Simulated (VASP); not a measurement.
These are r2SCAN meta-GGA, VASP's PBE PAW potentials (set 64) (plane waves; VASP) values and carry that method's errors.

A VASP calculation is set up with these files.

POSCAR:
```
Er
1
    3.2507940000     0.0000000000     0.0000000000
    0.0000000000     3.2507940000     0.0000000000
    0.0000000000     0.0000000000     3.2507940000
Er
1
Direct
  0.0000000000   0.0000000000   0.0000000000
```

INCAR:
```
! general
SYSTEM  = Er
PREC    = Accurate
ENCUT   = 400
LREAL   = .FALSE.   ! projection in real space or not
LASPH   = .TRUE.   ! aspherical one-centre terms

! electronic loop
EDIFF   = 1E-6
NELM    = 100
ALGO    = Normal   ! blocked Davidson
LMAXMIX = 6   ! l cut-off of mixed one-centre charges
LMIXTAU = .TRUE.

! smearing
ISMEAR  = 1   ! Methfessel-Paxton
SIGMA   = 0.1

! functional
METAGGA = R2SCAN

! ions
IBRION  = 2
NSW     = 60
ISIF    = 3
EDIFFG  = -0.01

! output
LWAVE   = .FALSE.
LCHARG  = .FALSE.
```

**KPOINTS**
```
Automatic mesh
0
Gamma
10 10 10
0 0 0
```

POTCAR, in this order: Er_3 (PBE.64 set). Program: vasp_std.

Output of the run:

File OUTCAR:
```
 ion  position               nearest neighbor table
   1  0.000  0.000  0.000-
  LATTYP: Found a simple cubic cell.
 ALAT       =     3.2507940000
 Subroutine PRICEL returns:
 Original cell was already a primitive cell.
 Subroutine GETGRP returns: Found 48 space group operations
The static configuration has the point symmetry O_h .
The dynamic configuration has the point symmetry O_h .
 Subroutine INISYM returns: Found 48 space group operations
 Subroutine IBZKPT returns following result:
 Found     56 irreducible k-points:

 Following reciprocal coordinates:
            Coordinates               Weight
  0.000000  0.000000  0.000000      1.000000
  0.100000  0.000000  0.000000      6.000000
  0.200000  0.000000  0.000000      6.000000
  0.300000  0.000000  0.000000      6.000000
  0.400000  0.000000  0.000000      6.000000
  0.500000  0.000000  0.000000      3.000000
  0.100000  0.100000  0.000000     12.000000
  0.200000  0.100000  0.000000     24.000000
  0.300000  0.100000  0.000000     24.000000
  0.400000  0.100000  0.000000     24.000000
...
```

File OSZICAR:
```
       N       E                     dE             d eps       ncg     rms          rms(c)
DAV:   1    -0.298524243904E+02   -0.29852E+02   -0.42890E+03  1352   0.858E+02
DAV:   2    -0.338499966516E+02   -0.39976E+01   -0.38268E+01  1080   0.533E+01
DAV:   3    -0.340310000155E+02   -0.18100E+00   -0.17581E+00  1520   0.126E+01
DAV:   4    -0.340324235309E+02   -0.14235E-02   -0.14230E-02  1168   0.127E+00
DAV:   5    -0.340324379536E+02   -0.14423E-04   -0.14422E-04  1520   0.190E-01    0.165E+01
DAV:   6    -0.328488978939E+02    0.11835E+01   -0.35107E-01  1400   0.110E+01    0.881E+00
DAV:   7    -0.330615613975E+02   -0.21266E+00   -0.14950E-01  1448   0.462E+00    0.123E+00
DAV:   8    -0.328859112532E+02    0.17565E+00   -0.14523E-01  1344   0.428E+00    0.307E-01
DAV:   9    -0.330094558488E+02   -0.12354E+00   -0.12479E-01  1152   0.249E+00    0.278E-01
DAV:  10    -0.330117248847E+02   -0.22690E-02   -0.24040E-03  1400   0.532E-01    0.378E-01
DAV:  11    -0.330138022930E+02   -0.20774E-02   -0.50176E-04  1272   0.274E-01    0.396E-01
DAV:  12    -0.330119343004E+02    0.18680E-02   -0.18629E-03  1440   0.420E-01    0.194E-01
DAV:  13    -0.330120347065E+02   -0.10041E-03   -0.60137E-05  1536   0.586E-02    0.209E-01
DAV:  14    -0.330119930791E+02    0.41627E-04   -0.39914E-05  1576   0.824E-02    0.156E-01
DAV:  15    -0.330118822360E+02    0.11084E-03   -0.52700E-05  1576   0.845E-02    0.123E-01
DAV:  16    -0.330117299318E+02    0.15230E-03   -0.18261E-04  1504   0.145E-01    0.269E-02
DAV:  17    -0.330117271046E+02    0.28271E-05   -0.84862E-06  1560   0.328E-02    0.158E-02
DAV:  18    -0.330117322395E+02   -0.51348E-05   -0.24123E-06  1192   0.191E-02    0.155E-02
DAV:  19    -0.330117289200E+02    0.33194E-05   -0.45255E-06  1312   0.193E-02    0.709E-03
DAV:  20    -0.330117289327E+02   -0.12669E-07   -0.19566E-07   576   0.551E-03
   1 F= -.33011729E+02 E0= -.33012287E+02  d E =-.330117E+02
       N       E                     dE             d eps       ncg     rms          rms(c)
DAV:   1    -0.330673739241E+02   -0.55645E-01   -0.11245E+00  1336   0.176E+01    0.131E+00
DAV:   2    -0.330282855177E+02    0.39088E-01   -0.51624E-02  1456   0.405E+00    0.575E-01
DAV:   3    -0.330157393308E+02    0.12546E-01   -0.48734E-02  1424   0.369E+00    0.220E-01
DAV:   4    -0.330166939195E+02   -0.95459E-03   -0.22402E-03  1304   0.474E-01    0.142E-01
DAV:   5    -0.330168423989E+02   -0.14848E-03   -0.40025E-04  1408   0.303E-01    0.247E-02
DAV:   6    -0.330169619067E+02   -0.11951E-03   -0.10891E-04  1432   0.139E-01    0.166E-02
DAV:   7    -0.330169196059E+02    0.42301E-04   -0.51524E-05  1440   0.952E-02    0.143E-02
DAV:   8    -0.330169481559E+02   -0.28550E-04   -0.19942E-05  1408   0.588E-02    0.399E-03
DAV:   9    -0.330169517493E+02   -0.35934E-05   -0.27800E-06  1304   0.222E-02    0.883E-04
DAV:  10    -0.330169519539E+02   -0.20464E-06   -0.19564E-07   512   0.592E-03
   2 F= -.33016952E+02 E0= -.33017281E+02  d E =-.522302E-02
```

**OUTCAR**
```
------------------------ aborting loop because EDIFF is reached ----------------------------------------
  FORCE on cell =-STRESS in cart. coord.  units (eV):
  Direction    XX          YY          ZZ          XY          YZ          ZX
  --------------------------------------------------------------------------------------
  Total       -0.0095855     -0.0095855     -0.0095855      0.0000000     -0.0000000      0.0000000
  in kB       -0.4646992     -0.4646992     -0.4646992      0.0000000     -0.0000000      0.0000000
  external PRESSURE =      -0.4646992 kB  Pullay stress =       0.0000000 kB
  volume of cell :       33.05
      direct lattice vectors                 reciprocal lattice vectors
     3.209111458  0.000000000 -0.000000000     0.311612735  0.000000000 -0.000000000
    -0.000000000  3.209111458 -0.000000000    -0.000000000  0.311612735 -0.000000000
     0.000000000  0.000000000  3.209111458     0.000000000  0.000000000  0.311612735
 POSITION                                       TOTAL-FORCE (eV/Angst)
 -----------------------------------------------------------------------------------
      0.00000      0.00000      0.00000        -0.000000     -0.000000      0.000000
 -----------------------------------------------------------------------------------
    total drift:                               -0.000000      0.000000      0.000000
  FREE ENERGIE OF THE ION-ELECTRON SYSTEM (eV)
  ---------------------------------------------------
  free  energy   TOTEN  =       -33.0169519539 eV

  energy  without entropy=      -33.0179391235  energy(sigma->0) =      -33.01728101

 reached required accuracy - stopping structural energy minimisation
```
(Selected blocks of OUTCAR.)

### CONTCAR
```
Er
   1.00000000000000
     3.2091114582706415    0.0000000000000000   -0.0000000000000000
    -0.0000000000000000    3.2091114582706415   -0.0000000000000000
     0.0000000000000000    0.0000000000000000    3.2091114582706415
  Er
     1
Direct
     0.0000000000000000    0.0000000000000000    0.0000000000000000
```

**OUTCAR**
```
 val. band max:        2.6067359636   @ k =   0.3000   0.0000   0.0000

 cond. band min:       2.6575401799   @ k =   0.2000   0.1000   0.1000


 Fermi energy:         2.6567856390

 k-point     1 :       0.0000    0.0000    0.0000
  band No.  band energies     occupation
      1     -23.2115      2.00000
      2     -23.2115      2.00000
      3     -23.2115      2.00000
      4      -2.8774      2.00000
      5       2.0862      2.00000
      6       2.0862      2.00000
      7       8.8892      0.00000
      8       8.8892      0.00000

 k-point     2 :       0.1000    0.0000    0.0000
  band No.  band energies     occupation
      1     -23.2840      2.00000
      2     -23.2053      2.00000
      3     -23.2053      2.00000
      4      -2.6566      2.00000
      5       2.1562      2.00000
      6       2.2642      2.00000
      7       8.4328      0.00000
      8       8.4328      0.00000

 k-point     3 :       0.2000    0.0000    0.0000
  band No.  band energies     occupation
      1     -23.4697      2.00000
      2     -23.1892      2.00000
      3     -23.1892      2.00000
      4      -2.0468      2.00000
      5       2.3484      2.00012
      6       2.6887      0.48884
      7       7.5229      0.00000
      8       7.5229      0.00000

 k-point     4 :       0.3000    0.0000    0.0000
  band No.  band energies     occupation
      1     -23.6914      2.00000
      2     -23.1691      2.00000
      3     -23.1691      2.00000
      4      -1.1763      2.00000
      5       2.6067      1.74074
      6       2.9707     -0.00008
      7       6.6777      0.00000
      8       6.6777      0.00000

 k-point     5 :       0.4000    0.0000    0.0000
  band No.  band energies     occupation
      1     -23.8650      2.00000
      2     -23.1529      2.00000
      3     -23.1529      2.00000
      4      -0.2304      2.00000
      5       2.6955      0.39606
      6       2.8365     -0.02911
      7       6.1151      0.00000
...
```

The 4f electrons are frozen in the core of the lanthanide potential, so 4f levels, which can set the real gap, and their magnetism are missing. Energy and stress use the plane-wave basis of the starting cell.

The structure was generated: Er was put into the simple-cubic type (Pm-3m), which need not be its known phase. This run relaxes it. Symmetry was kept, so distortions that lower it aren't found.
